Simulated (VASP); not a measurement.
Crystal: HfN.

```
Hf N
1.0
     0.00000    2.25600    2.25600
     2.25600    0.00000    2.25600
     2.25600    2.25600    0.00000
Hf N
1 1
Direct
  0.00000 0.00000 0.00000
  0.50000 0.50000 0.50000
```

* Program: VASP 6.6.1
* Task: relaxation of cell and atoms
* Functional: AM05
* Potentials or basis: VASP PAW PBE potentials, release 64 (Hf_pv, N)
* Cutoff: 600 eV
* k mesh: 14 × 14 × 14
* Occupations: methfessel-paxton, width 0.1 eV
* Spin: no spin polarisation

At the start: pressure -5.2 GPa; volume 11.48 Å³/atom.

Task: How do energy, volume and symmetry change on relaxing?

Result: Over 3 steps the energy falls by 3.5 meV/atom and the volume is 11.27 Å³/atom (-1.8 %); space group Fm-3m (No. 225, to 0.05 Å).

The path:
| step | energy change (eV) | largest force (eV/Å) | pressure (GPa) | volume (Å³) |
| --- | --- | --- | --- | --- |
| 1 | 0.0000 | 0.0000 | -5.24 | 22.96 |
| 2 | 0.0205 | 0.0000 | 11.43 | 21.74 |
| 3 | -0.0071 | 0.0000 | -0.06 | 22.54 |

Final structure:
```cif
data_structure
_symmetry_space_group_name_H-M 'P 1'
_symmetry_Int_Tables_number 1
_cell_length_a 3.1709
_cell_length_b 3.1709
_cell_length_c 3.1709
_cell_angle_alpha 60.000
_cell_angle_beta 60.000
_cell_angle_gamma 60.000
_cell_volume 22.54
loop_
_atom_site_label
_atom_site_type_symbol
_atom_site_fract_x
_atom_site_fract_y
_atom_site_fract_z
_atom_site_occupancy
Hf1 Hf 0.00000 0.00000 0.00000 1
N1 N 0.50000 0.50000 0.50000 1
```

Caveat: the PAW data sets were made with another functional, which shifts forces and pressure a little.
